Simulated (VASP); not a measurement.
These are rev-vdW-DF2, VASP's PBE PAW potentials (set 64) (plane waves; VASP) values and carry that method's errors.

A VASP calculation is set up with these files.

INCAR:
```
# general
SYSTEM   = KF
PREC     = Accurate
ENCUT    = 520   # plane-wave cut-off (eV)
LREAL    = .FALSE.   # projection in real space or not
LASPH    = .TRUE.   # aspherical one-centre terms

# electronic loop
EDIFF    = 1E-7   # SCF stop (eV)
NELM     = 100
ALGO     = Normal   # blocked Davidson

# smearing
ISMEAR   = -5   # tetrahedra, Bloechl

# functional
GGA      = MK
LUSE_VDW = .TRUE.
AGGAC    = 0.0
PARAM1   = 0.1234568
PARAM2   = 0.7114
ZAB_VDW  = -1.8867

# ions
ISIF     = 2   # forces and stress, cell fixed

# output
LWAVE    = .FALSE.
LCHARG   = .TRUE.
LORBIT   = 11
NEDOS    = 601
```

POSCAR:
```
KF
1
    0.0000000000     2.6707185568     2.6707185568
    2.6707185568    -0.0000000000     2.6707185568
    2.6707185568     2.6707185568    -0.0000000000
K F
1 1
Direct
  0.0000000000   0.0000000000   0.0000000000
  0.5000000000   0.5000000000   0.5000000000
```

File KPOINTS:
```
Regular mesh
0
gamma
 10 10 10
0 0 0
```

POTCAR, in this order: K_sv F (PBE.64 set). Program: vasp_std.

The run wrote:

**OSZICAR**
```
       N       E                     dE             d eps       ncg     rms          rms(c)
DAV:   1     0.126284624370E+03    0.12628E+03   -0.85202E+03  1128   0.130E+03
DAV:   2    -0.111858203258E+01   -0.12740E+03   -0.11769E+03  1480   0.338E+02
DAV:   3    -0.598236711548E+01   -0.48638E+01   -0.48416E+01  1428   0.622E+01
DAV:   4    -0.611350784686E+01   -0.13114E+00   -0.13104E+00  1712   0.873E+00
DAV:   5    -0.611474747844E+01   -0.12396E-02   -0.12396E-02  1456   0.897E-01    0.633E+00
DAV:   6    -0.489085416620E+01    0.12239E+01   -0.43135E+00  1216   0.184E+01    0.412E+00
DAV:   7    -0.485439096077E+01    0.36463E-01   -0.12226E-01  1504   0.317E+00    0.250E+00
DAV:   8    -0.483820481916E+01    0.16186E-01   -0.53731E-02  1232   0.270E+00    0.202E-01
DAV:   9    -0.483901289162E+01   -0.80807E-03   -0.56101E-03  1668   0.613E-01    0.111E-01
DAV:  10    -0.483921284972E+01   -0.19996E-03   -0.58408E-04  1296   0.254E-01    0.511E-02
DAV:  11    -0.483926637603E+01   -0.53526E-04   -0.15395E-04  1272   0.111E-01    0.181E-02
DAV:  12    -0.483925836743E+01    0.80086E-05   -0.42039E-05  1444   0.555E-02    0.572E-03
DAV:  13    -0.483925762385E+01    0.74358E-06   -0.21067E-06  1320   0.156E-02    0.247E-03
DAV:  14    -0.483925752881E+01    0.95040E-07   -0.37592E-07  1384   0.518E-03
   1 F= -.48392575E+01 E0= -.48392575E+01  d E =0.000000E+00
```

### OUTCAR
```
------------------------ aborting loop because EDIFF is reached ----------------------------------------
  FORCE on cell =-STRESS in cart. coord.  units (eV):
  Direction    XX          YY          ZZ          XY          YZ          ZX
  --------------------------------------------------------------------------------------
  Total       -0.0153375     -0.0153375     -0.0153375      0.0000000      0.0000000      0.0000000
  in kB       -0.6449880     -0.6449880     -0.6449880      0.0000000      0.0000000      0.0000000
  external PRESSURE =      -0.6449880 kB  Pullay stress =       0.0000000 kB
  volume of cell :       38.10
      direct lattice vectors                 reciprocal lattice vectors
     0.000000000  2.670718557  2.670718557    -0.187215534  0.187215534  0.187215534
     2.670718557  0.000000000  2.670718557     0.187215534 -0.187215534  0.187215534
     2.670718557  2.670718557  0.000000000     0.187215534  0.187215534 -0.187215534
  FREE ENERGIE OF THE ION-ELECTRON SYSTEM (eV)
  ---------------------------------------------------
  free  energy   TOTEN  =        -4.8392575288 eV

  energy  without entropy=       -4.8392575288  energy(sigma->0) =       -4.83925753

 total charge

# of ion       s       p       d       tot
------------------------------------------
    1        1.956   5.561   0.033   7.549
    2        1.725   4.344   0.000   6.070
--------------------------------------------------
tot          3.681   9.905   0.033  13.619
```
(Selected blocks of OUTCAR.)

The compound is KF in the rock salt structure. It was relaxed first.
